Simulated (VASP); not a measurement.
## Germanium: GW quasiparticle gap

How does the gap of Germanium change from the starting functional to GW? The cell has space group Fd-3m. The start is a cell from a database of measured crystal structures.

Main program and level: VASP 6.6.1; r2SCAN; plane waves and PAW (Ge_d_GW), in the first sound run; inputs show where later runs differ.

### 1. Starting point

The structure is cubic, space group Fd-3m (No. 227). Conventional cell: a = 5.658 Å, b = 5.658 Å, c = 5.658 Å, α = 90.00°, β = 90.00°, γ = 90.00°. Nearest to Ge lie 4 Ge at 2.45 Å.

### 2. Empty bands

ALGO = Exact makes the empty bands from the converged ground state in one step. LOPTICS writes the k-derivatives of the orbitals (WAVEDER), which give the long-wavelength limit of the screening.

The input, INCAR:

```
SYSTEM = Ge
PREC = Accurate
ENCUT = 400
ISMEAR = 0
SIGMA = 0.01
LREAL = .FALSE.
METAGGA = R2SCAN
LASPH = .TRUE.
NBANDS = 80
ALGO = Exact
NELM = 1
LWAVE = .TRUE.
LCHARG = .FALSE.
LOPTICS = .TRUE.
NEDOS = 1000
CSHIFT = 0.1
```

The input, POSCAR:

```
Ge
1.0
    0.0000000000      2.8289100000      2.8289100000
    2.8289100000      0.0000000000      2.8289100000
    2.8289100000      2.8289100000      0.0000000000
Ge
2
Direct
    0.7500000000      0.7500000000      0.7500000000
    0.5000000000      0.5000000000      0.5000000000
```

The input, KPOINTS:

```
Automatic mesh
0
Gamma
4 4 4
0 0 0
```

The projector-augmented-wave data sets are Ge_d_GW (PBE family, release 64).

The run is started by

```console
> mpirun -np 8 vasp_std
```

Output:

```text
[banner, memory and clock lines left out]
running    8 mpi-ranks, on    1 nodes
 distrk:  each k-point on    8 cores,    1 groups
 distr:  one band on    1 cores,    8 groups

 POSCAR found type information on POSCAR Ge
 POSCAR found :  1 types and       2 ions
|                                                                             |
|           W    W    AA    RRRRR   N    N  II  N    N   GGGG   !!!           |
|           W    W   A  A   R    R  NN   N  II  NN   N  G    G  !!!           |
|           W    W  A    A  R    R  N N  N  II  N N  N  G       !!!           |
|           W WW W  AAAAAA  RRRRR   N  N N  II  N  N N  G  GGG   !            |
|           WW  WW  A    A  R   R   N   NN  II  N   NN  G    G                |
|           W    W  A    A  R    R  N    N  II  N    N   GGGG   !!!           |
|                                                                             |
|     For optimal performance we recommend to set                             |
|       NCORE = 2 up to number-of-cores-per-socket                            |
|     NCORE specifies how many cores store one orbital (NPAR=cpu/NCORE).      |
|     This setting can greatly improve the performance of VASP for DFT.       |
|     The default, NCORE=1 might be grossly inefficient on modern             |
|     multi-core architectures or massively parallel machines. Do your        |
|     Unfortunately you need to use the default for GW and RPA                |
|     calculations (for HF NCORE is supported but not extensively tested      |
|     yet).                                                                   |
|                                                                             |

|                                                                             |
|               ----> ADVICE to this user running VASP <----                  |
|                                                                             |
|     You enforced a specific xc type in the INCAR file but a different       |
|     [... a line on the potential file left out ...]
|     I HOPE YOU KNOW WHAT YOU ARE DOING!                                     |
|                                                                             |

 LDA part: xc-table for (None), standard interpolation
 found WAVECAR, reading the header
  number of bands has changed, file:    20 present:    80
  trying to continue reading WAVECAR, but it might fail
 POSCAR, INCAR and KPOINTS ok, starting setup
 FFT: planning ... GRIDC
 FFT: planning ... GRID_SOFT
 FFT: planning ... GRID
 reading WAVECAR
 random initialization beyond band           20
 the WAVECAR file was read successfully
 initial charge from wavefunction
 entering main loop
       N       E                     dE             d eps       ncg     rms          rms(c)
DIA:   1    -0.275048919213E+02   -0.27505E+02    0.00000E+00     0   0.000E+00
   1 F= -.27504892E+02 E0= -.27504892E+02  d E =-.120355E-35
 writing wavefunctions
 optical routines
 imaginary and real dielectric function
 direction            1
 direction            2
 direction            3
```

Run time: 8.8 s. Hardware: 8 MPI ranks of Intel Xeon Platinum 8375C at 2.90GHz (Ice Lake), shared host; peak memory 1.1 GiB; 64 s of CPU time.

Lines that name or quote the potential files are left out of all logs, and their timing lines are given in words.

Parts of OUTCAR (step 2):

```text
ion  position               nearest neighbor table
   1  0.750  0.750  0.750-   2 2.45   2 2.45   2 2.45   2 2.45
   2  0.500  0.500  0.500-   1 2.45   1 2.45   1 2.45   1 2.45

  LATTYP: Found a face centered cubic cell.
 ALAT       =     5.6578200000

 Subroutine GETGRP returns: Found 48 space group operations
 (whereof 24 operations were pure point group operations)

The static configuration has the point symmetry T_d .
 The point group associated with its full space group is O_h .

 Found      8 irreducible k-points:

   k-points           NKPTS =      8   k-points in BZ     NKDIM =      8   number of bands    NBANDS=     80

   dimension x,y,z NGX =    28 NGY =   28 NGZ =   28
   dimension x,y,z NGXF=    56 NGYF=   56 NGZF=   56

   ENCUT  =  400.0 eV  29.40 Ry    5.42 a.u.   6.52  6.52  6.52*2*pi/ulx,y,z

   NELECT =      28.0000    total number of electrons

 k-points in reciprocal lattice and weights: Automatic mesh
   0.00000000  0.00000000  0.00000000       0.016
   0.25000000  0.00000000  0.00000000       0.125
   0.50000000  0.00000000  0.00000000       0.062
   0.25000000  0.25000000  0.00000000       0.094
   0.50000000  0.25000000  0.00000000       0.375
  -0.25000000  0.25000000  0.00000000       0.188
   0.50000000  0.50000000  0.00000000       0.047
  -0.25000000  0.50000000  0.25000000       0.094

 average (electrostatic) potential at core
       1 -36.8525       2 -36.8525

 E-fermi :   2.8660

 k-point     1 :       0.0000    0.0000    0.0000
  band No.  band energies     occupation
    ...
     10     -22.4559      2.00000
     11     -10.5346      2.00000
     12       2.7795      2.00000
     13       2.7797      2.00000
     14       2.7798      2.00000
     15       3.2130      0.00000
     16       5.4851      0.00000
     17       5.4853      0.00000
     18       5.4853      0.00000
     19       9.8194      0.00000
    ...

 k-point     2 :       0.2500    0.0000    0.0000
  band No.  band energies     occupation
    ...
     10     -22.4380      2.00000
     11      -9.7548      2.00000
     12      -2.0611      2.00000
     13       1.8412      2.00000
     14       1.8414      2.00000
     15       3.7231      0.00000
     16       6.6379      0.00000
     17       6.6381      0.00000
     18       8.8758      0.00000
     19      11.3778      0.00000
    ...

 k-point     3 :       0.5000    0.0000    0.0000
  band No.  band energies     occupation
    ...
     10     -22.4321      2.00000
     11      -8.3373      2.00000
     12      -5.1019      2.00000
     13       1.2832      2.00000
     14       1.2834      2.00000
     15       3.2337      0.00000
     16       6.7762      0.00000
     17       6.7764      0.00000
     18      10.4044      0.00000
     19      13.9728      0.00000
    ...

  Total        0.0899969      0.0899969      0.0899969      0.0000000      0.0000000     -0.0000000
  in kB        3.1845704      3.1845704      3.1845704      0.0000000      0.0000000     -0.0000000
  external PRESSURE =       3.1845704 kB  Pullay stress =       0.0000000 kB

  energy-cutoff  :      400.00
  volume of cell :       45.28
      direct lattice vectors                 reciprocal lattice vectors
     0.000000000  2.828910000  2.828910000    -0.176746521  0.176746521  0.176746521
     2.828910000  0.000000000  2.828910000     0.176746521 -0.176746521  0.176746521
     2.828910000  2.828910000  0.000000000     0.176746521  0.176746521 -0.176746521

 POSITION                                       TOTAL-FORCE (eV/Angst)
 -----------------------------------------------------------------------------------
      4.24336      4.24336      4.24336         0.000000      0.000000      0.000000
      2.82891      2.82891      2.82891        -0.000000     -0.000000     -0.000000
 -----------------------------------------------------------------------------------
    total drift:                                0.000000      0.000000      0.000000

  FREE ENERGIE OF THE ION-ELECTRON SYSTEM (eV)
  ---------------------------------------------------
  free  energy   TOTEN  =       -27.5048919213 eV

  energy  without entropy=      -27.5048919213  energy(sigma->0) =      -27.50489192

 plasma frequency squared (from intraband transitions) (eV^2)
  --------------------------------------------------------------------------------------
       0.000      -0.000      -0.000
      -0.000       0.000       0.000
      -0.000       0.000       0.000

[... 3 further parts left out ...]
```

The gap is read on the k-mesh alone, so it is an upper bound where the band edges lie off the mesh. The PAW data sets were made with PBE, which is usual practice but a small mismatch for other functionals.

A gap read on the k-mesh alone can miss the band edges.

This step gave:

- gap on the k-mesh: 0.4332 eV
- least direct gap on the k-mesh: 0.4332 eV

WAVECAR now holds 80 bands for 28 electrons. Its independent-particle dielectric tensor has xx, yy, zz = 291.7, 291.7, 291.7 on this mesh, which isn't tested for convergence in mesh or bands and lacks local fields. A value this large is set by the few k points at the smallest gap, and it enters the screening of any GW step.

### 3. G0W0, ENCUTGW 80, bands in the sums 80

This step: G0W0 on r2SCAN; plane waves and PAW (Ge_d_GW) (VASP 6.6.1).

G0W0 keeps orbitals and screening fixed and shifts each of the lowest NBANDSGW levels once.

The input, INCAR:

```
SYSTEM = Ge
PREC = Accurate
ENCUT = 400
ISMEAR = 0
SIGMA = 0.01
LREAL = .FALSE.
METAGGA = R2SCAN
LASPH = .TRUE.
NBANDS = 80
ALGO = EVGW0
NELMGW = 1
ENCUTGW = 80
NOMEGA = 64
PRECFOCK = Fast
NBANDSGW = 24
LWAVE = .FALSE.
LCHARG = .FALSE.
```

POSCAR is that of step 2.

KPOINTS is that of step 2.

The run is started by

```console
> mpirun -np 8 vasp_std
```

Output:

```text
[banner, memory and clock lines left out]
running    8 mpi-ranks, on    1 nodes
 distrk:  each k-point on    8 cores,    1 groups
 distr:  one band on    1 cores,    8 groups

 POSCAR found type information on POSCAR Ge
 POSCAR found :  1 types and       2 ions
 [... a notice as in an earlier step ...]

 [... a notice as in an earlier step ...]

|                                                                             |
|           W    W    AA    RRRRR   N    N  II  N    N   GGGG   !!!           |
|           W    W   A  A   R    R  NN   N  II  NN   N  G    G  !!!           |
|           W    W  A    A  R    R  N N  N  II  N N  N  G       !!!           |
|           W WW W  AAAAAA  RRRRR   N  N N  II  N  N N  G  GGG   !            |
|           WW  WW  A    A  R   R   N   NN  II  N   NN  G    G                |
|           W    W  A    A  R    R  N    N  II  N    N   GGGG   !!!           |
|                                                                             |
|     The default for ENCUTGWSOFT is different in this version of VASP.       |
|     please manually set ENCUTGWSOFT =80 in the INCAR file.                  |
|                                                                             |

 LDA part: xc-table for (None), standard interpolation
 found WAVECAR, reading the header
 POSCAR, INCAR and KPOINTS ok, starting setup
 FFT: planning ... GRIDC
 FFT: planning ... GRID_SOFT
 FFT: planning ... GRID
 reading WAVECAR
 the WAVECAR file was read successfully
 initial charge from wavefunction
 available memory per node:     88.28 GB, setting MAXMEM to     90398

 The Fermi energy was updated, please check that it is located mid-gap
 values below the HOMO (VB) or above the LUMO (CB) will cause erroneous energies
 E-fermi :   2.9964

 calculate exact exchange contribution
 the WAVEDER file was read successfully
|                                                                             |
|           W    W    AA    RRRRR   N    N  II  N    N   GGGG   !!!           |
|           W    W   A  A   R    R  NN   N  II  NN   N  G    G  !!!           |
|           W    W  A    A  R    R  N N  N  II  N N  N  G       !!!           |
|           W WW W  AAAAAA  RRRRR   N  N N  II  N  N N  G  GGG   !            |
|           WW  WW  A    A  R   R   N   NN  II  N   NN  G    G                |
|           W    W  A    A  R    R  N    N  II  N    N   GGGG   !!!           |
|                                                                             |
|     Automatic setting of frequency mesh for GW failed. Frequency mesh       |
|     properly not suitable for determining QP energies. Consider             |
|     increasing number of kpoints.                                           |
|                                                                             |

energies w=
    0.000    0.000    0.288    0.000    0.576    0.000    0.862    0.000
    1.147    0.000    1.429    0.000    1.707    0.000    1.983    0.000
    2.255    0.000    2.524    0.000    2.788    0.000    3.049    0.000
    3.306    0.000    3.560    0.000    3.811    0.000    4.059    0.000
    4.304    0.000    4.547    0.000    4.788    0.000    5.028    0.000
    5.268    0.000    5.507    0.000    5.746    0.000    5.986    0.000
    6.228    0.000    6.473    0.000    6.720    0.000    6.970    0.000
    7.225    0.000    7.486    0.000    7.753    0.000    8.027    0.000
    8.310    0.000    8.603    0.000    8.907    0.000    9.224    0.000
    9.556    0.000    9.904    0.000   10.272    0.000   10.662    0.000
   11.078    0.000   11.522    0.000   12.000    0.000   12.518    0.000
   13.080    0.000   13.696    0.000   14.375    0.000   15.129    0.000
   15.971    0.000   16.922    0.000   18.005    0.000   19.250    0.000
   20.701    0.000   22.412    0.000   24.463    0.000   26.966    0.000
   30.088    0.000   34.091    0.000   39.402    0.000   46.779    0.000
   57.700    0.000   75.486    0.000  109.476    0.000  199.997    0.000
 responsefunction array rank=      80
 LDA part: xc-table for (None), standard interpolation

 min. memory requirement per mpi rank     71.8 MB, per node    574.2 MB

 allocating   8 responsefunctions rank=    80
 shmem allocating  64 responsefunctions rank=    80
 response function shared by NCSHMEM nodes    1
 Doing            8  frequencies on each core in blocks of           64
NQ=   1    0.0000    0.0000    0.0000,
|.........|.........|.........|.........|.........|.........|.........|.........
 performed        148000 updates of chi_q(r,r)
 total number of BLAS operations          5.04 Gflops
NQ=   2    0.2500    0.0000    0.0000,
|.........|.........|.........|.........|.........|.........|.........|.........
 performed        404000 updates of chi_q(r,r)
 total number of BLAS operations         14.52 Gflops
NQ=   3    0.5000    0.0000    0.0000,
|.........|.........|.........|.........|.........|.........|.........|.........
 performed        629000 updates of chi_q(r,r)
 total number of BLAS operations         24.96 Gflops
NQ=   4    0.2500    0.2500    0.0000,
|.........|.........|.........|.........|.........|.........|.........|.........
 performed        885000 updates of chi_q(r,r)
 total number of BLAS operations         36.81 Gflops
NQ=   5    0.5000    0.2500    0.0000,
|.........|.........|.........|.........|.........|.........|.........|.........
 performed       1225000 updates of chi_q(r,r)
 total number of BLAS operations         51.75 Gflops
NQ=   6   -0.2500    0.2500    0.0000,
|.........|.........|.........|.........|.........|.........|.........|.........
 performed       1535000 updates of chi_q(r,r)
 total number of BLAS operations         65.71 Gflops
NQ=   7    0.5000    0.5000    0.0000,
|.........|.........|.........|.........|.........|.........|.........|.........
 performed       1737000 updates of chi_q(r,r)
 total number of BLAS operations         76.09 Gflops
NQ=   8   -0.2500    0.5000    0.2500,
|.........|.........|.........|.........|.........|.........|.........|.........
 performed       1985000 updates of chi_q(r,r)
 total number of BLAS operations         85.30 Gflops
 resolving degeneracies of screened two electron integrals

 calculate QP shifts <psi_nk| G(iteration)W_0 |psi_nk>: iteration 1
 entering main loop
```

Elapsed: 27 s, on 8 MPI ranks; peak memory 1.1 GiB; 3.5 min of CPU time.

Parts of OUTCAR (step 3):

```text
 Found      8 irreducible k-points:

   k-points           NKPTS =      8   k-points in BZ     NKDIM =     64   number of bands    NBANDS=     80

   NELECT =      28.0000    total number of electrons

 E-fermi :   2.9964

 QP shifts <psi_nk| G(iteration)W_0 |psi_nk>: iteration 1
 for sc-GW calculations column KS-energies equals QP-energies in previous step
 and V_xc(KS)=  KS-energies - (<T + V_ion + V_H > + <T+V_H+V_ion>^1  + <V_x>^1)
 k-point   1 :       0.0000    0.0000    0.0000
  band No.  KS-energies  QP-energies   sigma(KS)   V_xc(KS)     V^pw_x(r,r')   Z            occupation Imag(sigma)
    ...
     11     -10.5346     -10.3762     -11.6303     -11.8631     -17.8911       0.6801       2.0000       0.9465
     12       2.7797       2.7250     -12.2399     -12.1702     -13.4010       0.7858       2.0000       0.0665
     13       2.7797       2.7250     -12.2399     -12.1702     -13.4010       0.7858       2.0000       0.0665
     14       2.7797       2.7250     -12.2399     -12.1702     -13.4010       0.7858       2.0000       0.0665
     15       3.2130       3.9212     -11.5829     -12.4944      -7.9690       0.7770       0.0000      -0.0624
     16       5.4852       5.7569     -10.2698     -10.6211      -6.3150       0.7735       0.0000      -0.0945
     17       5.4852       5.7569     -10.2698     -10.6211      -6.3150       0.7735       0.0000      -0.0945
     18       5.4852       5.7569     -10.2698     -10.6211      -6.3150       0.7735       0.0000      -0.0945
    ...

 k-point   2 :       0.2500    0.0000    0.0000
  band No.  KS-energies  QP-energies   sigma(KS)   V_xc(KS)     V^pw_x(r,r')   Z            occupation Imag(sigma)
    ...
     11      -9.7548      -9.6040     -11.7183     -11.9376     -17.6857       0.6876       2.0000       0.8829
     12      -2.0611      -2.0239     -11.8004     -11.8502     -14.3490       0.7460       2.0000       0.1731
     13       1.8413       1.7847     -11.9160     -11.8431     -13.2477       0.7767       2.0000       0.0726
     14       1.8413       1.7847     -11.9160     -11.8431     -13.2477       0.7767       2.0000       0.0726
     15       3.7231       4.1091     -10.4933     -10.9864      -6.8197       0.7826       0.0000      -0.0712
     16       6.6380       6.8726     -10.3758     -10.6808      -6.1454       0.7695       0.0000      -0.1202
     17       6.6380       6.8726     -10.3758     -10.6808      -6.1454       0.7695       0.0000      -0.1202
     18       8.8758       9.1111     -10.6057     -10.9134      -5.8477       0.7646       0.0000      -0.2040
    ...

 k-point   3 :       0.5000    0.0000    0.0000
  band No.  KS-energies  QP-energies   sigma(KS)   V_xc(KS)     V^pw_x(r,r')   Z            occupation Imag(sigma)
    ...
     11      -8.3373      -8.2002     -12.0573     -12.2518     -17.4569       0.7045       2.0000       0.7312
     12      -5.1019      -5.0772     -11.3482     -11.3824     -15.3254       0.7205       2.0000       0.4131
     13       1.2833       1.2155     -11.8626     -11.7746     -13.4308       0.7703       2.0000       0.0822
     14       1.2833       1.2155     -11.8626     -11.7746     -13.4308       0.7703       2.0000       0.0822
     15       3.2337       3.5873     -10.4313     -10.8813      -6.8673       0.7859       0.0000      -0.0687
     16       6.7763       6.9206      -9.9474     -10.1341      -5.6231       0.7728       0.0000      -0.1258
     17       6.7763       6.9206      -9.9474     -10.1341      -5.6231       0.7728       0.0000      -0.1258
     18      10.4044      10.0001      -7.6460      -7.1292      -2.4226       0.7823       0.0000      -0.2851
    ...

[... 8 parts as in an earlier step ...]

[... 5 further parts left out ...]
```

Numbers from this step:

```yaml
quasiparticle_gap_on_the_mesh: 0.8623 eV
smallest_direct_quasiparticle_gap_on_the_mesh: 1.196 eV
gap_of_the_starting_orbitals_on_the_mesh: 0.4333 eV
```

GW takes the gap from 0.433 to 0.862 eV. The band edges change places after GW: the least gap now runs from band 12 at Γ to band 15 at (0.5, 0, 0), while the states that bound the starting gap (band 12 at Γ, band 15 at Γ) lie 1.196 eV apart. Spin-orbit coupling is left out. The value holds for 80 bands, ENCUTGW = 80 eV and this mesh, and isn't shown to be converged in them. VASP warns that the automatic setting of its frequency mesh failed and advises more k points, so the value is in doubt.

[end of part 1 of 4]

[Lines on the potential files, build, host, timing and source positions are cut from VASP's logs without a mark.]

[Logs are printed without paths, hosts, clocks, repeated set-up lines and the standing remarks that a program may print on its own settings, such as how far it seeks lower states.]

[Hosts, paths, dates, database ids (printed as entryN), source tags and the programs' standing remarks are cut or masked in the printed files.]

[Pressures printed for these runs are not shown converged in the cutoff: they can be off by several GPa and have the wrong sign.]
